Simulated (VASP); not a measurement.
# As: As into a neighbouring As vacancy, part 5 of 5

Wanted: the minimum-energy path in As for this move: As into a neighbouring As vacancy. The start is a cell from a database of measured crystal structures.

VASP 6.6.1; LDA; plane waves and PAW (As).

So far. Step 3 (Relax the start): The run ended after 10 ionic steps, 0.306 eV below its first step, once the forces on the free atoms met EDIFFG = -0.05. Step 4 (Relax the end): The run ended after 11 ionic steps, 0.359 eV below its first step, once the forces on the free atoms met EDIFFG = -0.05.

The database entry behind the starting cell differs from later determinations by our own check (old inner coordinate), so it need not match the best structure at ambient conditions.

**5. Nudged elastic band (continued)**

Parts of OUTCAR (step 5):

```text
   NELECT =     155.0000    total number of electrons

  tangential force (eV/A)        -0.164504
  left and right image   0.446810  0.448847 A

  tangential force (eV/A)        -0.163605
  left and right image   0.447208  0.449148 A

 E-fermi :   5.3115

 k-point     1 :       0.0000    0.0000    0.0000
  band No.  band energies     occupation
    ...
     75       4.6416      2.00000
     76       4.7359      2.00000
     77       5.0187      2.01860
     78       5.2125      1.89040
     79       5.3224      0.87715
     80       5.5534     -0.04498
     81       5.6723     -0.00350
     82       5.9032     -0.00000
     83       6.0310     -0.00000
     84       6.1668     -0.00000
    ...

 POSITION                                       TOTAL-FORCE (eV/Angst)
 -----------------------------------------------------------------------------------
      0.03384     -2.19118      5.68116        -0.004250      0.000796     -0.004534
     -1.90103      1.07075      5.66952        -0.012123     -0.002594      0.009204
     -1.94192     -1.11684      8.98110        -0.005516     -0.006514      0.001893
     -3.77683      2.17283      8.99957        -0.003895     -0.004645      0.000178
     -3.75742      0.02078     12.36865        -0.005951      0.005451      0.002638
     -5.62472      3.28149     12.41907         0.001377     -0.001440      0.005771
     -5.67463      1.09249     15.66748        -0.007139     -0.005638     -0.001804
      0.00785      2.16187      9.02034        -0.009578     -0.007216     -0.000079
      0.04114     -0.00751     12.32838        -0.001618     -0.006522      0.000488
     -1.84317      3.29706     12.33494        -0.000614     -0.001117      0.005024
     -1.76371      1.03319     15.82620         0.000839     -0.010090      0.013667
     -3.85433      4.37623     15.67760         0.011546     -0.000892     -0.001103
     -3.86844      2.16409     19.14868        -0.022006     -0.010743      0.016417
     -5.66928      5.42429     19.05969        -0.009948     -0.005050      0.001294
     -5.66478      3.28070     22.48509         0.002116      0.016534      0.002562
     -0.02162     -0.01589      7.75003        -0.001752     -0.000756     -0.001321
     -0.02284     -2.20194     11.06814        -0.008382     -0.002877      0.004735
     -1.86589      1.10092     11.08004        -0.000137      0.000417      0.004260
     -1.87762     -1.09869     14.43876        -0.001512      0.000227      0.003966
     -3.75657      2.15255     14.46820        -0.002625     -0.007231      0.001901
     -3.79366      0.02241     17.81532        -0.002148     -0.003046      0.005976
     -5.66981      3.25486     17.76323        -0.004759     -0.005862      0.000824
     -5.94794      0.94118     21.37803         0.103808      0.068912     -0.089635
      0.01147      2.15312     14.44142        -0.009596     -0.003711      0.008205
[...]
-----------------------------------------------------------------------------------
    total drift:                               -0.006189     -0.024790     -0.022252

  FREE ENERGIE OF THE ION-ELECTRON SYSTEM (eV)
  ---------------------------------------------------
  free  energy   TOTEN  =      -165.5281556214 eV

  energy  without entropy=     -165.5323600545  energy(sigma->0) =     -165.52955710

  tangential force (eV/A)        -0.162001
  left and right image   0.447587  0.449440 A

[... 6 parts as in an earlier step ...]

[... 8 further parts left out ...]
```

The path, image by image:

| image | path (A) | energy (eV) | As23: x, y, z (Å) |
| --- | --- | --- | --- |
| 0 | 0.000 | 0.0000 | -5.674, 1.108, 21.129 |
| 1 | 0.448 | 0.0395 | -5.948, 0.941, 21.378 |
| 2 | 0.897 | 0.1191 | -6.240, 0.760, 21.613 |
| 3 | 1.348 | 0.1675 | -6.582, 0.550, 21.777 |
| 4 | 1.799 | 0.1242 | -6.925, 0.340, 21.938 |
| 5 | 2.249 | 0.0435 | -7.219, 0.157, 22.174 |
| 6 | 2.697 | -0.0002 | -7.493, -0.011, 22.419 |

This step gave:

* electronic cycles: 137
* path length: 2.697 Å
* barrier: 0.1675 eV
* barrier in the reverse direction: 0.1678 eV
* barrier from a spline through the images: 0.1676 eV
* reaction energy: -2.37e-4 eV

What the program prints for this run, and its count of cycles, belong to image 1; the force that counts for the threshold is the band's, across the path.

**6. Outcome**

```json
{
 "hop": "As into a neighbouring As vacancy",
 "barrier": "0.168 eV",
 "barrier in the reverse direction": "0.168 eV",
 "barrier from a spline through the images": "0.168 eV",
 "reaction energy": "-2.4e-4 eV",
 "path length": "2.70 Å"
}
```

**Reading.** The barrier is 0.17 eV forwards and 0.17 eV backwards. With an attempt frequency of 10¹³ per second, taken as a typical value, this barrier gives about 10^10 hops a second at 300 K. Both ends are alike and an image sits at the midpoint, which is the saddle if the path is symmetric. The band met its force threshold after 39 steps. Cell and mesh are small and were not tested. The band started on a straight line, so other routes may lie lower.

[Lines on the potential files, build, host, timing and source positions are cut from VASP's logs without a mark.]

[Logs are printed without paths, hosts, clocks, repeated set-up lines and the standing remarks that a program may print on its own settings, such as how far it seeks lower states.]

[Hosts, paths, dates, database ids (printed as entryN), source tags and the programs' standing remarks are cut or masked in the printed files.]

[Runs that stopped without an error message from VASP are left out.]
